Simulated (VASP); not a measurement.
Computed with LDA (Ceperley-Alder, Perdew-Zunger), VASP's LDA PAW potentials (set 64) (plane waves; VASP).

VASP input:

INCAR:
```
! general
SYSTEM  = CeO2
PREC    = Accurate
ENCUT   = 520   ! plane-wave cut-off (eV)
LREAL   = .FALSE.   ! projection in real space or not
LASPH   = .TRUE.   ! aspherical one-centre terms

! electronic loop
EDIFF   = 1E-7   ! SCF stop (eV)
NELM    = 100
ALGO    = Normal   ! blocked Davidson
LMAXMIX = 6

! smearing
ISMEAR  = 0   ! Gaussian
SIGMA   = 0.05   ! width (eV)

! ions
ISIF    = 2

! output
LWAVE   = .FALSE.
LCHARG  = .FALSE.
```

### KPOINTS
```
Automatic mesh
0
Gamma
7 7 7
0 0 0
```

File POSCAR:
```
CeO2
1
    0.0000000000     2.7074488101     2.7074488101
    2.7074488101     0.0000000000     2.7074488101
    2.7074488101     2.7074488101     0.0000000000
Ce O
1 2
Direct
  0.0000000000   0.0000000000   0.0000000000
  0.2500000000   0.2500000000   0.2500000000
  0.7500000000   0.7500000000   0.7500000000
```

POTCAR, in this order: Ce O (LDA.64 set). Program: vasp_std.

Output of the run:

OSZICAR:
```
       N       E                     dE             d eps       ncg     rms          rms(c)
DAV:   1     0.217394798584E+03    0.21739E+03   -0.11735E+04   648   0.188E+03
DAV:   2     0.507292965906E+01   -0.21232E+03   -0.20213E+03   952   0.299E+02
DAV:   3    -0.326660985456E+02   -0.37739E+02   -0.33188E+02   776   0.140E+02
DAV:   4    -0.341425719570E+02   -0.14765E+01   -0.14761E+01  1000   0.307E+01
DAV:   5    -0.342273270276E+02   -0.84755E-01   -0.84750E-01  1104   0.634E+00    0.114E+03
DAV:   6    -0.325849484224E+02    0.16424E+01   -0.95721E+01   912   0.571E+01    0.421E+01
DAV:   7    -0.529763828608E+02   -0.20391E+02   -0.76348E+02   960   0.329E+02    0.824E+02
DAV:   8    -0.582878751193E+02   -0.53115E+01   -0.52922E+01   960   0.907E+01    0.438E+02
DAV:   9    -0.427682674948E+02    0.15520E+02   -0.15230E+01   912   0.387E+01    0.577E+02
DAV:  10    -0.414242131481E+02    0.13441E+01   -0.18170E+00   944   0.121E+01    0.516E+02
DAV:  11    -0.398436251582E+02    0.15806E+01   -0.22124E-01   992   0.471E+00    0.495E+02
DAV:  12    -0.357920394224E+02    0.40516E+01   -0.14179E+00  1024   0.122E+01    0.417E+02
DAV:  13    -0.310859075413E+02    0.47061E+01   -0.45399E+00  1056   0.207E+01    0.250E+02
DAV:  14    -0.305397424874E+02    0.54617E+00   -0.84864E-01  1208   0.694E+00    0.242E+02
DAV:  15    -0.288351790997E+02    0.17046E+01   -0.61758E+00   944   0.223E+01    0.896E+01
DAV:  16    -0.292794404521E+02   -0.44426E+00   -0.20731E+00  1008   0.143E+01    0.147E+02
DAV:  17    -0.289524107939E+02    0.32703E+00   -0.65171E+00   960   0.202E+01    0.230E+02
DAV:  18    -0.289504585105E+02    0.19523E-02   -0.48625E+00   952   0.191E+01    0.921E+01
DAV:  19    -0.292637174652E+02   -0.31326E+00   -0.74327E+00   960   0.196E+01    0.314E+02
DAV:  20    -0.290748155154E+02    0.18890E+00   -0.15144E+01   960   0.329E+01    0.155E+02
DAV:  21    -0.291365328968E+02   -0.61717E-01   -0.75728E+00   944   0.204E+01    0.260E+02
DAV:  22    -0.289633605247E+02    0.17317E+00   -0.90897E+00   952   0.253E+01    0.122E+02
DAV:  23    -0.289005922633E+02    0.62768E-01   -0.27616E+00   944   0.131E+01    0.121E+02
DAV:  24    -0.288358907392E+02    0.64702E-01   -0.81313E-01   952   0.741E+00    0.170E+01
DAV:  25    -0.288502087704E+02   -0.14318E-01   -0.19820E-01   960   0.357E+00    0.455E+01
DAV:  26    -0.288376660989E+02    0.12543E-01   -0.49794E-02   976   0.186E+00    0.116E+01
DAV:  27    -0.288379860756E+02   -0.31998E-03   -0.49517E-04   736   0.204E-01    0.136E+01
DAV:  28    -0.288357667611E+02    0.22193E-02   -0.82903E-03   864   0.756E-01    0.258E+00
DAV:  29    -0.288354173099E+02    0.34945E-03   -0.45379E-03  1104   0.537E-01    0.372E+00
DAV:  30    -0.288354204256E+02   -0.31157E-05   -0.36212E-04   936   0.164E-01    0.327E-01
DAV:  31    -0.288354361890E+02   -0.15763E-04   -0.49964E-04   960   0.184E-01    0.276E+00
DAV:  32    -0.288354175260E+02    0.18663E-04   -0.68503E-05  1040   0.702E-02    0.124E+00
DAV:  33    -0.288354164554E+02    0.10706E-05   -0.14761E-06   808   0.106E-02    0.103E+00
DAV:  34    -0.288354129041E+02    0.35513E-05   -0.11521E-05   848   0.288E-02    0.437E-01
DAV:  35    -0.288354124261E+02    0.47800E-06   -0.82463E-07   832   0.799E-03    0.306E-01
DAV:  36    -0.288354121206E+02    0.30549E-06   -0.75220E-07   720   0.763E-03    0.171E-01
DAV:  37    -0.288354120388E+02    0.81836E-07   -0.29273E-07   576   0.496E-03
   1 F= -.28835412E+02 E0= -.28835412E+02  d E =-.163141E-20
```

File OUTCAR:
```
------------------------ aborting loop because EDIFF is reached ----------------------------------------
  FORCE on cell =-STRESS in cart. coord.  units (eV):
  Direction    XX          YY          ZZ          XY          YZ          ZX
  --------------------------------------------------------------------------------------
  Total       -1.3987329     -1.3987329     -1.3987329      0.0000000      0.0000000     -0.0000000
  in kB      -56.4591877    -56.4591877    -56.4591877      0.0000000      0.0000000     -0.0000000
  external PRESSURE =     -56.4591877 kB  Pullay stress =       0.0000000 kB
  volume of cell :       39.69
      direct lattice vectors                 reciprocal lattice vectors
     0.000000000  2.707448810  2.707448810    -0.184675698  0.184675698  0.184675698
     2.707448810  0.000000000  2.707448810     0.184675698 -0.184675698  0.184675698
     2.707448810  2.707448810  0.000000000     0.184675698  0.184675698 -0.184675698
 POSITION                                       TOTAL-FORCE (eV/Angst)
 -----------------------------------------------------------------------------------
      0.00000      0.00000      0.00000        -0.000000     -0.000000     -0.000000
      1.35372      1.35372      1.35372        -0.000000     -0.000000     -0.000000
      4.06117      4.06117      4.06117         0.000000      0.000000      0.000000
 -----------------------------------------------------------------------------------
    total drift:                                0.000000      0.000000      0.000000
  FREE ENERGIE OF THE ION-ELECTRON SYSTEM (eV)
  ---------------------------------------------------
  free  energy   TOTEN  =       -28.8354120388 eV

  energy  without entropy=      -28.8354120388  energy(sigma->0) =      -28.83541204
```
(Selected blocks of OUTCAR.)

File OUTCAR:
```
 val. band max:        4.9510738013   @ k =  -0.2857   0.2857   0.0000

 cond. band min:       6.8406324768   @ k =  -0.4286   0.1429   0.0000


 Fermi energy:         5.2710109939

 k-point     1 :       0.0000    0.0000    0.0000
  band No.  band energies     occupation
      1     -27.2246      2.00000
      2     -11.0743      2.00000
      3     -10.0745      2.00000
      4      -9.4445      2.00000
      5      -9.4445      2.00000
      6      -9.4445      2.00000
      7       1.0319      2.00000
      8       1.0320      2.00000
      9       1.0320      2.00000
     10       4.3027      2.00000
     11       4.3027      2.00000
     12       4.3027      2.00000
     13       7.1221      0.00000
     14       7.1221      0.00000
     15       7.1221      0.00000
     16       7.4041      0.00000

 k-point     2 :       0.1429    0.0000    0.0000
  band No.  band energies     occupation
      1     -27.1848      2.00000
      2     -11.7605      2.00000
      3     -10.2473      2.00000
      4      -9.4946      2.00000
      5      -9.4946      2.00000
      6      -8.7207      2.00000
      7       1.2192      2.00000
      8       1.2192      2.00000
      9       1.5480      2.00000
     10       4.1235      2.00000
     11       4.2316      2.00000
     12       4.2316      2.00000
     13       7.1025      0.00000
     14       7.1025      0.00000
     15       7.1239      0.00000
     16       7.4293      0.00000

 k-point     3 :       0.2857    0.0000    0.0000
  band No.  band energies     occupation
      1     -27.0936      2.00000
      2     -12.6774      2.00000
      3     -10.6230      2.00000
      4      -9.6029      2.00000
      5      -9.6029      2.00000
      6      -7.6670      2.00000
      7       1.6141      2.00000
      8       1.6141      2.00000
      9       2.6565      2.00000
     10       3.8602      2.00000
     11       4.1252      2.00000
     12       4.1252      2.00000
     13       7.0443      0.00000
...
```

The compound is CeO2 in the fluorite structure. This cell is one point of a volume scan, at 1.03 of the reference volume. The run is not spin-polarised, so no magnetic state was tried.
